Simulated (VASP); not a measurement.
Wanted: the native input for a VASP 6.6.1 run.

| Property | Result |
| --- | --- |
| Task | work function |
| Functional | PBEsol |
| Potentials or basis | VASP PAW PBE potentials, release 64 (Zr_sv, F) |
| Cutoff | 520 eV |
| k mesh | 10 × 10 × 1 |
| Occupations | fermi-dirac, width 0.05 eV |
| Spin | no spin polarisation |
| Dipole correction | yes |
| Further INCAR settings | ALGO = Normal; EDIFF = 1e-06 |

The structure of ZrF2 lies in POSCAR:

```
ZrF2
1.0
    2.9887600000      0.0000000000      0.0000000000
   -1.4943800000      2.5883400000      0.0000000000
    0.0000000000      0.0000000000     29.7132000000
Zr F
1 2
Direct
    0.0000000000      0.0000000000      0.2692400000
    0.6666700000      0.3333300000      0.2193600000
    0.3333300000      0.6666700000      0.3191200000
```

The cell was built by a generator and needn't be a form met in nature.

One way to write it, as run:

INCAR

```
SYSTEM = ZrF2
  ALGO = Normal
  DIPOL = 0.5 0.5 0.269
  EDIFF = 1E-6
  ENCUT = 520
  GGA = PS
  IDIPOL = 3
  ISIF = 2
  ISMEAR = -1
  LASPH = .True.
  LCHARG = .True.
  LDIPOL = .True.
  LELF = .True.
  LREAL = .False.
  LVACPOTAV = .True.
  LVHAR = .True.
  LWAVE = .False.
  NELM = 80
  PREC = Accurate
  SIGMA = 0.05
```

KPOINTS

```
k-points
0
Gamma
  10 10 1
  0 0 0
```

Potentials or basis: VASP PAW PBE potentials, release 64 (Zr_sv, F).

Launch:

```bash
$ cat potpaw_PBE.64/Zr_sv/POTCAR potpaw_PBE.64/F/POTCAR > POTCAR
$ mpirun -np 1 vasp_std > vasp.out
```

Results of the run:

* Largest force: 0.336 eV/Å
* Band gap on the k mesh: none (metal or under the smearing width)
* Work function of the upper face: 4.98 eV
* Work function of the lower face: 4.98 eV

Caveat: the PAW data sets were made with another functional, which shifts forces and pressure a little.

Wall time 2 min on 1 thread of Intel(R) Xeon(R) Platinum 8559C (Emerald Rapids), on a shared host, peak memory 0.4 GiB.
